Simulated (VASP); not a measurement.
The system is Sn.

```
Sn
1.0
    -2.91615    2.91615    1.59115
     2.91615   -2.91615    1.59115
     2.91615    2.91615   -1.59115
Sn
2
Direct
  0.00000 0.00000 0.00000
  0.75000 0.25000 0.50000
```

* Program: VASP 6.6.1
* Task: relaxation of cell and atoms
* Functional: PBE
* Potentials or basis: VASP PAW PBE potentials, release 64 (Sn_d)
* Cutoff: 600 eV
* k mesh: 16 × 16 × 16
* Occupations: gaussian, width 0.1 eV
* Spin: no spin polarisation

At the start: pressure 2.6 GPa; volume 27.06 Å³/atom.

Task: Where does the relaxation end?

Result: Over 7 steps the energy falls by 10.7 meV/atom and the volume is 28.38 Å³/atom (+4.9 %); space group I4_1/amd (No. 141, to 0.05 Å).

Step by step:
```
step  energy change (eV)  largest force (eV/Å)  pressure (GPa)  volume (Å³)
   1              0.0000                0.0000            2.56        54.12
   2             -0.0197                0.0000           -0.64        57.59
   3             -0.0213                0.0000           -0.02        56.82
   4             -0.0212                0.0000           -0.07        56.88
   5             -0.0214                0.0000           -0.05        56.86
   6             -0.0214                0.0000           -0.05        56.84
   7             -0.0214                0.0000            0.02        56.77
```

Final structure:
```yaml
crystal:
  lattice:
    - [-2.97278, 2.97278, 1.60585]
    - [2.97278, -2.97278, 1.60585]
    - [2.97278, 2.97278, -1.60585]
  atoms:
    - { symbol: Sn, position: [0.00000, 0.00000, 0.00000] }
    - { symbol: Sn, position: [0.75000, 0.25000, 0.50000] }
```
